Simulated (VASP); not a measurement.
SnO₂ (rutile), at 1.04 of the tabulated volume:

```xyz
6
Lattice="4.8024 0.0000 0.0000 0.0000 4.8024 0.0000 0.0000 0.0000 3.2320" Properties=species:S:1:pos:R:3 pbc="T T T"
Sn     0.0000     0.0000     0.0000
Sn     2.4012     2.4012     1.6160
O      1.4743     1.4743     0.0000
O      3.8755     0.9269     1.6160
O      0.9269     3.8755     1.6160
O      3.3280     3.3280     0.0000
```

The lowest empty band near Γ, direction c, from mBJ (TB09) with spin-orbit coupling in VASP (PAW); its two spin partners are averaged. The gap over the points computed is 2.67 eV, and the next band on that side lies 5.07 eV away at the edge.

Settings: 520 eV cut-off, 5×5×8 Γ-centred mesh, Gaussian smearing of 0.050 eV, potentials Sn_d O.

```json
[
 {"distance from the edge in k (1/Å)": "0.018", "distance in energy (meV)": "5.1"},
 {"distance from the edge in k (1/Å)": "0.025", "distance in energy (meV)": "9.8"},
 {"distance from the edge in k (1/Å)": "0.035", "distance in energy (meV)": "19.2"},
 {"distance from the edge in k (1/Å)": "0.050", "distance in energy (meV)": "38.9"},
 {"distance from the edge in k (1/Å)": "0.070", "distance in energy (meV)": "75.7"}
]
```

**Question.** Fit E(1 + αE) = ħ²k²/2m* (ħ²/2m0 = 3.810 eV Å²) and predict the row at 0.095 1/Å.

**Answer.** Least squares on the energies gives the electron mass m* = 0.243 m0 and α = 0.22 per eV, and so 137.5 meV. The run gave 137.5 meV, -0.0 meV from the fit.

Left out are points under 3 meV from the edge, since the levels carry 0.1 meV, and points farther than half the way to the next band.

The compound is SnO2 in the rutile structure. The cell was not relaxed at this level.
